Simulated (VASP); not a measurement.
# Quasiparticle energies of AlN in VASP, part 2 of 4

Wanted: how far GW moves the Kohn-Sham levels of AlN. The cell is of the zinc-blende type, one of the forms listed for this formula. The start is a computed cell from the Materials Project.

VASP 6.6.1, plane waves and PAW; the level of theory is named at each step.

So far, quasiparticle gap on the mesh (eV): step 3 (G0W0, bands in the sums 24) 4.38.

### 5. G0W0, bands in the sums 32

This step: G0W0 on PBE; plane waves and PAW (Al_GW, N_GW) (VASP 6.6.1).

The sums now run over 32 bands at the same response cutoff.

Input file INCAR:

```
SYSTEM = AlN
PREC = Accurate
ENCUT = 450
ISMEAR = 0
SIGMA = 0.01
LREAL = .FALSE.
GGA = PE
NBANDS = 32
ALGO = EVGW0
NELMGW = 1
ENCUTGW = 200
NOMEGA = 64
PRECFOCK = Fast
NBANDSGW = 16
LWAVE = .FALSE.
LCHARG = .FALSE.
```

Input file POSCAR:

```
AlN
1.0
    0.0000000000      2.1839935596      2.1839935596
    2.1839935596      0.0000000000      2.1839935596
    2.1839935596      2.1839935596      0.0000000000
Al N
1 1
Direct
    0.0000000000      0.0000000000      0.0000000000
    0.2500000000      0.2500000000      0.2500000000
```

Input file KPOINTS:

```
Automatic mesh
0
Gamma
4 4 4
0 0 0
```

PAW data sets: Al_GW and N_GW (PBE family, release 64).

Command:

```bash
mpirun -np 8 vasp_std
```

Output:

```text
[banner, memory and clock lines left out]
running    8 mpi-ranks, on    1 nodes
[...]
[... a notice as in an earlier step ...]

 [... a notice as in an earlier step ...]

 LDA part: xc-table for (Slater+PW92), standard interpolation
 found WAVECAR, reading the header
 POSCAR, INCAR and KPOINTS ok, starting setup
[...]
reading WAVECAR
 the WAVECAR file was read successfully
 initial charge from wavefunction
 available memory per node:     87.68 GB, setting MAXMEM to     89787

 The Fermi energy was updated, please check that it is located mid-gap
 values below the HOMO (VB) or above the LUMO (CB) will cause erroneous energies
 E-fermi :   6.6261

 calculate exact exchange contribution
 the WAVEDER file was read successfully
energies w=
    0.000    0.000    0.693    0.000    1.384    0.000    2.072    0.000
    2.756    0.000    3.433    0.000    4.104    0.000    4.767    0.000
    5.422    0.000    6.068    0.000    6.705    0.000    7.333    0.000
[...]
total number of BLAS operations         17.74 Gflops
NQ=   4    0.2500    0.2500    0.0000,
|.........|.........|.........|.........|.........|.........|.........|.........
 performed        167000 updates of chi_q(r,r)
 total number of BLAS operations         24.98 Gflops
NQ=   5    0.5000    0.2500    0.0000,
|.........|.........|.........|.........|.........|.........|.........|.........
 performed        240000 updates of chi_q(r,r)
 total number of BLAS operations         35.26 Gflops
NQ=   6   -0.2500    0.2500    0.0000,
|.........|.........|.........|.........|.........|.........|.........|.........
 performed        305000 updates of chi_q(r,r)
 total number of BLAS operations         44.67 Gflops
NQ=   7    0.5000    0.5000    0.0000,
|.........|.........|.........|.........|.........|.........|.........|.........
 performed        341000 updates of chi_q(r,r)
 total number of BLAS operations         49.35 Gflops
NQ=   8   -0.2500    0.5000    0.2500,
|.........|.........|.........|.........|.........|.........|.........|.........
 performed        390000 updates of chi_q(r,r)
 total number of BLAS operations         57.51 Gflops
 resolving degeneracies of screened two electron integrals

 calculate QP shifts <psi_nk| G(iteration)W_0 |psi_nk>: iteration 1
 entering main loop
```

The job ended after 7.8 s (8 MPI ranks of AMD EPYC 7R43, shared host; peak memory 0.89 GiB).

OUTCAR, selected parts (step 5):

```text
 QP shifts <psi_nk| G(iteration)W_0 |psi_nk>: iteration 1
 for sc-GW calculations column KS-energies equals QP-energies in previous step
 and V_xc(KS)=  KS-energies - (<T + V_ion + V_H > + <T+V_H+V_ion>^1  + <V_x>^1)
 k-point   1 :       0.0000    0.0000    0.0000
  band No.  KS-energies  QP-energies   sigma(KS)   V_xc(KS)     V^pw_x(r,r')   Z            occupation Imag(sigma)
      1     -10.0154     -11.2219     -16.5053     -14.7867     -24.7606       0.7021       2.0000       1.3288
      2       4.9809       4.4553     -17.4329     -16.7580     -20.9026       0.7787       2.0000       0.0805
      3       4.9809       4.4553     -17.4329     -16.7580     -20.9026       0.7787       2.0000       0.0805
      4       4.9809       4.4553     -17.4329     -16.7580     -20.9026       0.7787       2.0000       0.0805
      5       9.1564      10.1355     -11.2810     -12.5015      -7.6621       0.8023       0.0000      -0.0686
      6      17.5052      18.7266      -8.7426     -10.2705      -4.0131       0.7994       0.0000      -0.1223
      7      17.5052      18.7266      -8.7426     -10.2705      -4.0131       0.7994       0.0000      -0.1223
      8      17.5052      18.7266      -8.7426     -10.2705      -4.0131       0.7994       0.0000      -0.1223
    ...

[... 1 part as in an earlier step ...]

[... 2 further parts left out ...]
[key lines of the parts left out:]
E-fermi :   6.6261
```

The gap is now 4.435 eV, +55 meV against the GW run before.

### 6. Empty bands

This step: PBE; plane waves and PAW (Al_GW, N_GW) (VASP 6.6.1).

The empty bands are made again, for the run that follows.

Input file INCAR:

```
SYSTEM = AlN
PREC = Accurate
ENCUT = 450
ISMEAR = 0
SIGMA = 0.01
LREAL = .FALSE.
GGA = PE
NBANDS = 48
ALGO = Exact
NELM = 1
LWAVE = .TRUE.
LCHARG = .FALSE.
LOPTICS = .TRUE.
NEDOS = 1000
CSHIFT = 0.1
```

POSCAR is that of step 5.

KPOINTS is that of step 5.

Command:

```bash
mpirun -np 8 vasp_std
```

Output:

```text
[banner, memory and clock lines left out]
running    8 mpi-ranks, on    1 nodes
[...]
[... a notice as in an earlier step ...]

 LDA part: xc-table for (Slater+PW92), standard interpolation
 found WAVECAR, reading the header
  number of bands has changed, file:    10 present:    48
  trying to continue reading WAVECAR, but it might fail
 POSCAR, INCAR and KPOINTS ok, starting setup
[...]
reading WAVECAR
 random initialization beyond band           10
 the WAVECAR file was read successfully
 initial charge from wavefunction
 entering main loop
       N       E                     dE             d eps       ncg     rms          rms(c)
[... 1 cycle as in an earlier step ...]
   1 F= -.14825187E+02 E0= -.14825187E+02  d E =-.145398E-59
 writing wavefunctions
 optical routines
 imaginary and real dielectric function
 recalculating local potential from charge density
 direction            1
 direction            2
 direction            3
```

Elapsed: 2.2 s, on 8 MPI ranks; peak memory 0.63 GiB; 13 s of CPU time.

Parts of OUTCAR (step 6):

```text
 POSITION                                       TOTAL-FORCE (eV/Angst)
 -----------------------------------------------------------------------------------
      0.00000      0.00000      0.00000        -0.000000     -0.000000     -0.000000
      1.09200      1.09200      1.09200         0.000000      0.000000      0.000000
 -----------------------------------------------------------------------------------
    total drift:                               -0.000000     -0.000000     -0.000000

[... 4 parts as in an earlier step ...]

[... 2 further parts left out ...]
[key lines of the parts left out:]
E-fermi :   5.0947
```

WAVECAR now holds 48 bands for 8 electrons.

### 7. G0W0, bands in the sums 48

This step: G0W0 on PBE; plane waves and PAW (Al_GW, N_GW) (VASP 6.6.1).

The sums now run over 48 bands at the same response cutoff.

Input file INCAR:

```
SYSTEM = AlN
PREC = Accurate
ENCUT = 450
ISMEAR = 0
SIGMA = 0.01
LREAL = .FALSE.
GGA = PE
NBANDS = 48
ALGO = EVGW0
NELMGW = 1
ENCUTGW = 200
NOMEGA = 64
PRECFOCK = Fast
NBANDSGW = 16
LWAVE = .FALSE.
LCHARG = .FALSE.
```

POSCAR is that of step 6.

KPOINTS is that of step 6.

Command:

```bash
mpirun -np 8 vasp_std
```

Output:

```text
[banner, memory and clock lines left out]
running    8 mpi-ranks, on    1 nodes
[...]
[... a notice as in an earlier step ...]

 [... a notice as in an earlier step ...]

 LDA part: xc-table for (Slater+PW92), standard interpolation
 found WAVECAR, reading the header
 POSCAR, INCAR and KPOINTS ok, starting setup
[...]
reading WAVECAR
 the WAVECAR file was read successfully
 initial charge from wavefunction
 available memory per node:     88.54 GB, setting MAXMEM to     90660

 The Fermi energy was updated, please check that it is located mid-gap
 values below the HOMO (VB) or above the LUMO (CB) will cause erroneous energies
 E-fermi :   6.6261

 calculate exact exchange contribution
 the WAVEDER file was read successfully
energies w=
    0.000    0.000    0.692    0.000    1.383    0.000    2.071    0.000
    2.754    0.000    3.431    0.000    4.101    0.000    4.764    0.000
    5.418    0.000    6.064    0.000    6.701    0.000    7.328    0.000
[...]
total number of BLAS operations         27.07 Gflops
NQ=   4    0.2500    0.2500    0.0000,
|.........|.........|.........|.........|.........|.........|.........|.........
 performed        253000 updates of chi_q(r,r)
 total number of BLAS operations         38.08 Gflops
NQ=   5    0.5000    0.2500    0.0000,
|.........|.........|.........|.........|.........|.........|.........|.........
 performed        364000 updates of chi_q(r,r)
 total number of BLAS operations         53.64 Gflops
NQ=   6   -0.2500    0.2500    0.0000,
|.........|.........|.........|.........|.........|.........|.........|.........
 performed        463000 updates of chi_q(r,r)
 total number of BLAS operations         67.91 Gflops
NQ=   7    0.5000    0.5000    0.0000,
|.........|.........|.........|.........|.........|.........|.........|.........
 performed        519000 updates of chi_q(r,r)
 total number of BLAS operations         75.06 Gflops
NQ=   8   -0.2500    0.5000    0.2500,
|.........|.........|.........|.........|.........|.........|.........|.........
 performed        593000 updates of chi_q(r,r)
 total number of BLAS operations         87.46 Gflops
 resolving degeneracies of screened two electron integrals

 calculate QP shifts <psi_nk| G(iteration)W_0 |psi_nk>: iteration 1
 entering main loop
```

The job ended after 11 s (8 MPI ranks; peak memory 0.93 GiB; 84 s of CPU time).

OUTCAR, selected parts (step 7):

```text
 QP shifts <psi_nk| G(iteration)W_0 |psi_nk>: iteration 1
 for sc-GW calculations column KS-energies equals QP-energies in previous step
 and V_xc(KS)=  KS-energies - (<T + V_ion + V_H > + <T+V_H+V_ion>^1  + <V_x>^1)
 k-point   1 :       0.0000    0.0000    0.0000
  band No.  KS-energies  QP-energies   sigma(KS)   V_xc(KS)     V^pw_x(r,r')   Z            occupation Imag(sigma)
      1     -10.0154     -11.3455     -16.6831     -14.7867     -24.7606       0.7014       2.0000       1.2812
      2       4.9809       4.2813     -17.6610     -16.7580     -20.9026       0.7748       2.0000       0.0716
      3       4.9809       4.2813     -17.6610     -16.7580     -20.9026       0.7748       2.0000       0.0716
      4       4.9809       4.2813     -17.6610     -16.7580     -20.9026       0.7748       2.0000       0.0716
      5       9.1564      10.0012     -11.4478     -12.5015      -7.6621       0.8018       0.0000      -0.0734
      6      17.5052      18.5721      -8.9339     -10.2705      -4.0130       0.7982       0.0000      -0.1226
      7      17.5052      18.5721      -8.9339     -10.2705      -4.0130       0.7982       0.0000      -0.1226
      8      17.5052      18.5721      -8.9339     -10.2705      -4.0130       0.7982       0.0000      -0.1226
    ...

[... 1 part as in an earlier step ...]

[... 2 further parts left out ...]
[key lines of the parts left out:]
E-fermi :   6.6261
```

The gap is now 4.506 eV, +71 meV against the GW run before.

### 8. Empty bands

This step: PBE; plane waves and PAW (Al_GW, N_GW) (VASP 6.6.1).

The empty bands are made again, for the run that follows.

Input file INCAR:

```
SYSTEM = AlN
PREC = Accurate
ENCUT = 450
ISMEAR = 0
SIGMA = 0.01
LREAL = .FALSE.
GGA = PE
NBANDS = 56
ALGO = Exact
NELM = 1
LWAVE = .TRUE.
LCHARG = .FALSE.
LOPTICS = .TRUE.
NEDOS = 1000
CSHIFT = 0.1
```

POSCAR is that of step 7.

KPOINTS is that of step 7.

Command:

```bash
mpirun -np 8 vasp_std
```

Output:

```text
[banner, memory and clock lines left out]
running    8 mpi-ranks, on    1 nodes
[...]
[... a notice as in an earlier step ...]

 LDA part: xc-table for (Slater+PW92), standard interpolation
 found WAVECAR, reading the header
  number of bands has changed, file:    10 present:    56
  trying to continue reading WAVECAR, but it might fail
 POSCAR, INCAR and KPOINTS ok, starting setup
[...]
reading WAVECAR
 random initialization beyond band           10
 the WAVECAR file was read successfully
 initial charge from wavefunction
 entering main loop
       N       E                     dE             d eps       ncg     rms          rms(c)
DIA:   1    -0.148251867535E+02   -0.14825E+02    0.00000E+00     0   0.000E+00
   1 F= -.14825187E+02 E0= -.14825187E+02  d E =-.923254E-17
 writing wavefunctions
 optical routines
 imaginary and real dielectric function
 recalculating local potential from charge density
 direction            1
 direction            2
 direction            3
```

The job ended after 1.8 s (8 MPI ranks; peak memory 0.63 GiB; 9.2 s of CPU time).

Parts of OUTCAR (step 8):

```text
 POSITION                                       TOTAL-FORCE (eV/Angst)
 -----------------------------------------------------------------------------------
      0.00000      0.00000      0.00000        -0.000000      0.000000     -0.000000
      1.09200      1.09200      1.09200         0.000000     -0.000000      0.000000
 -----------------------------------------------------------------------------------
    total drift:                               -0.000000     -0.000000     -0.000000

  FREE ENERGIE OF THE ION-ELECTRON SYSTEM (eV)
  ---------------------------------------------------
  free  energy   TOTEN  =       -14.8251867535 eV

  energy  without entropy=      -14.8251867535  energy(sigma->0) =      -14.82518675

[... 2 parts as in an earlier step ...]

[... 2 further parts left out ...]
[key lines of the parts left out:]
E-fermi :   5.0365
```

WAVECAR now holds 56 bands for 8 electrons.

### 9. G0W0, bands in the sums 56

This step: G0W0 on PBE; plane waves and PAW (Al_GW, N_GW) (VASP 6.6.1).

The sums now run over 56 bands at the same response cutoff.

Input file INCAR:

```
SYSTEM = AlN
PREC = Accurate
ENCUT = 450
ISMEAR = 0
SIGMA = 0.01
LREAL = .FALSE.
GGA = PE
NBANDS = 56
ALGO = EVGW0
NELMGW = 1
ENCUTGW = 200
NOMEGA = 64
PRECFOCK = Fast
NBANDSGW = 16
LWAVE = .FALSE.
LCHARG = .FALSE.
```

POSCAR is that of step 8.

KPOINTS is that of step 8.

Command:

```bash
mpirun -np 8 vasp_std
```

Output:

```text
[banner, memory and clock lines left out]
running    8 mpi-ranks, on    1 nodes
[...]
[... a notice as in an earlier step ...]

 [... a notice as in an earlier step ...]

 LDA part: xc-table for (Slater+PW92), standard interpolation
 found WAVECAR, reading the header
 POSCAR, INCAR and KPOINTS ok, starting setup
[...]
reading WAVECAR
 the WAVECAR file was read successfully
 initial charge from wavefunction
 available memory per node:     88.06 GB, setting MAXMEM to     90168

 The Fermi energy was updated, please check that it is located mid-gap
 values below the HOMO (VB) or above the LUMO (CB) will cause erroneous energies
 E-fermi :   6.6261

 calculate exact exchange contribution
 the WAVEDER file was read successfully
energies w=
    0.000    0.000    0.693    0.000    1.385    0.000    2.074    0.000
    2.758    0.000    3.436    0.000    4.108    0.000    4.772    0.000
    5.427    0.000    6.074    0.000    6.711    0.000    7.340    0.000
[...]
total number of BLAS operations         31.74 Gflops
NQ=   4    0.2500    0.2500    0.0000,
|.........|.........|.........|.........|.........|.........|.........|.........
 performed        298000 updates of chi_q(r,r)
 total number of BLAS operations         44.63 Gflops
NQ=   5    0.5000    0.2500    0.0000,
|.........|.........|.........|.........|.........|.........|.........|.........
 performed        428000 updates of chi_q(r,r)
 total number of BLAS operations         62.83 Gflops
NQ=   6   -0.2500    0.2500    0.0000,
|.........|.........|.........|.........|.........|.........|.........|.........
 performed        544000 updates of chi_q(r,r)
 total number of BLAS operations         79.53 Gflops
NQ=   7    0.5000    0.5000    0.0000,
|.........|.........|.........|.........|.........|.........|.........|.........
 performed        610000 updates of chi_q(r,r)
 total number of BLAS operations         87.92 Gflops
NQ=   8   -0.2500    0.5000    0.2500,
|.........|.........|.........|.........|.........|.........|.........|.........
 performed        697000 updates of chi_q(r,r)
 total number of BLAS operations        102.44 Gflops
 resolving degeneracies of screened two electron integrals

 calculate QP shifts <psi_nk| G(iteration)W_0 |psi_nk>: iteration 1
 entering main loop
```

Run time: 7.2 s. Hardware: 8 MPI ranks; peak memory 0.93 GiB.

Parts of OUTCAR (step 9):

```text
 QP shifts <psi_nk| G(iteration)W_0 |psi_nk>: iteration 1
 for sc-GW calculations column KS-energies equals QP-energies in previous step
 and V_xc(KS)=  KS-energies - (<T + V_ion + V_H > + <T+V_H+V_ion>^1  + <V_x>^1)
 k-point   1 :       0.0000    0.0000    0.0000
  band No.  KS-energies  QP-energies   sigma(KS)   V_xc(KS)     V^pw_x(r,r')   Z            occupation Imag(sigma)
      1     -10.0154     -11.3900     -16.7456     -14.7867     -24.7606       0.7017       2.0000       1.2700
      2       4.9809       4.2190     -17.7421     -16.7580     -20.9026       0.7742       2.0000       0.0727
      3       4.9809       4.2190     -17.7421     -16.7580     -20.9026       0.7742       2.0000       0.0727
      4       4.9809       4.2190     -17.7421     -16.7580     -20.9026       0.7742       2.0000       0.0727
      5       9.1564       9.9543     -11.5058     -12.5015      -7.6621       0.8013       0.0000      -0.0743
      6      17.5052      18.5279      -8.9880     -10.2705      -4.0130       0.7974       0.0000      -0.1233
      7      17.5052      18.5279      -8.9880     -10.2705      -4.0130       0.7974       0.0000      -0.1233
      8      17.5052      18.5279      -8.9880     -10.2705      -4.0130       0.7974       0.0000      -0.1233
    ...

[... 1 part as in an earlier step ...]

[... 2 further parts left out ...]
[key lines of the parts left out:]
E-fermi :   6.6261
```

The gap is now 4.539 eV, +33 meV against the GW run before.

### 10. Empty bands

This step: PBE; plane waves and PAW (Al_GW, N_GW) (VASP 6.6.1).

The empty bands are made again, for the run that follows.

Input file INCAR:

```
SYSTEM = AlN
PREC = Accurate
ENCUT = 450
ISMEAR = 0
SIGMA = 0.01
LREAL = .FALSE.
GGA = PE
NBANDS = 72
ALGO = Exact
NELM = 1
LWAVE = .TRUE.
LCHARG = .FALSE.
LOPTICS = .TRUE.
NEDOS = 1000
CSHIFT = 0.1
```

POSCAR is that of step 9.

KPOINTS is that of step 9.

Command:

```bash
mpirun -np 8 vasp_std
```

Output:

```text
[banner, memory and clock lines left out]
running    8 mpi-ranks, on    1 nodes
[...]
[... a notice as in an earlier step ...]

 LDA part: xc-table for (Slater+PW92), standard interpolation
 found WAVECAR, reading the header
  number of bands has changed, file:    10 present:    72
  trying to continue reading WAVECAR, but it might fail
 POSCAR, INCAR and KPOINTS ok, starting setup
[...]
reading WAVECAR
 random initialization beyond band           10
 the WAVECAR file was read successfully
 initial charge from wavefunction
 entering main loop
       N       E                     dE             d eps       ncg     rms          rms(c)
[... 1 cycle as in an earlier step ...]
   1 F= -.14825187E+02 E0= -.14825187E+02  d E =-.231885E-77
 writing wavefunctions
 optical routines
 imaginary and real dielectric function
 recalculating local potential from charge density
 direction            1
 direction            2
 direction            3
```

The job ended after 1.8 s (8 MPI ranks; peak memory 0.61 GiB; 9 s of CPU time).

From OUTCAR (step 10):

```text
  Total        0.3178358      0.3178358      0.3178358      0.0000000     -0.0000000      0.0000000
  in kB       24.4415858     24.4415858     24.4415858      0.0000000     -0.0000000      0.0000000
  external PRESSURE =      24.4415858 kB  Pullay stress =       0.0000000 kB

 POSITION                                       TOTAL-FORCE (eV/Angst)
 -----------------------------------------------------------------------------------
      0.00000      0.00000      0.00000         0.000000      0.000000     -0.000000
      1.09200      1.09200      1.09200        -0.000000     -0.000000      0.000000
 -----------------------------------------------------------------------------------
    total drift:                               -0.000000     -0.000000     -0.000000

[... 3 parts as in an earlier step ...]

[... 2 further parts left out ...]
[key lines of the parts left out:]
E-fermi :   5.1115
```

WAVECAR now holds 72 bands for 8 electrons.

(Part 2 of 4 ends here.)

[Lines on the potential files, build, host, timing and source positions are cut from VASP's logs without a mark.]

[Logs are printed without paths, hosts, clocks, repeated set-up lines and the standing remarks that a program may print on its own settings, such as how far it seeks lower states.]

[Hosts, paths, dates, database ids (printed as entryN), source tags and the programs' standing remarks are cut or masked in the printed files.]

[Pressures printed for these runs are not shown converged in the cutoff: they can be off by several GPa and have the wrong sign.]
